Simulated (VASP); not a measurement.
```xyz
2
Lattice="0.0000 2.2559 2.2559 2.2559 0.0000 2.2559 2.2559 2.2559 0.0000" Properties=species:S:1:pos:R:3 pbc="T T T"
Hf     0.0000     0.0000     0.0000
C      2.2559     2.2559     2.2559
```

These are PBEsol GGA, VASP's PBE PAW potentials (set 64) (plane waves; VASP) values and carry that method's errors. Settings: 520 eV cut-off, 14×14×14 Γ-centred mesh, first-order Methfessel-Paxton smearing of 0.10 eV, potentials Hf_pv C.

Q: Give the stress tensor in GPa (positive for a compressed cell).

A: 
```
17.64   0.00   0.00
 0.00  17.64   0.00
 0.00   0.00  17.64
```
The pressure is its mean diagonal, 17.64 GPa.

The compound is HfC in the rock salt structure. This cell is one point of a volume scan, at 0.94 of the reference volume.
